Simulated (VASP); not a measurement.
OSZICAR of a VASP run on InBi (relaxed from the zinc blende structure, space group F-43m):

File OSZICAR:
```
       N       E                     dE             d eps       ncg     rms          rms(c)
DAV:   1     0.251794942849E+03    0.25179E+03   -0.14601E+04  2032   0.209E+03
DAV:   2     0.142442414022E+02   -0.23755E+03   -0.23467E+03  2020   0.449E+02
DAV:   3    -0.432942466711E+01   -0.18574E+02   -0.18458E+02  2400   0.151E+02
DAV:   4    -0.492168786019E+01   -0.59226E+00   -0.59181E+00  2486   0.278E+01
DAV:   5    -0.495253695796E+01   -0.30849E-01   -0.30848E-01  2954   0.551E+00    0.685E+00
DAV:   6    -0.476503946370E+01    0.18750E+00   -0.17143E-01  2566   0.985E+00    0.351E+00
DAV:   7    -0.469560481736E+01    0.69435E-01   -0.13146E-01  3072   0.572E+00    0.501E-01
DAV:   8    -0.469453414036E+01    0.10707E-02   -0.16122E-02  2950   0.200E+00    0.228E-01
DAV:   9    -0.469468704712E+01   -0.15291E-03   -0.84510E-04  2970   0.318E-01    0.785E-02
DAV:  10    -0.469466302600E+01    0.24021E-04   -0.60121E-05  2954   0.112E-01    0.254E-02
DAV:  11    -0.469466217924E+01    0.84676E-06   -0.17154E-05  2578   0.541E-02    0.128E-02
DAV:  12    -0.469466196206E+01    0.21719E-06   -0.11233E-06  1250   0.142E-02
   1 F= 0.90469756E+01 E0= 0.90470054E+01  d E =0.904698E+01
```

Problem. Which electronic solver shows in the log?

Solution. It is blocked Davidson (ALGO = Normal, or the opening steps of other solvers). The INCAR had ALGO = Normal.

Problem. Can the final energy be trusted as converged?

Solution. Self-consistency was reached. It stopped with EDIFF = 1E-6, NELM = 100, NSW = 40 and EDIFFG = -0.02 after 1 ionic step (PBEsol GGA, plane waves, VASP's PBE PAW potentials (set 64)).

The structure was generated: InBi was put into the zinc blende type (F-43m), which need not be its known phase. It was relaxed first under an external pressure of 45 GPa.
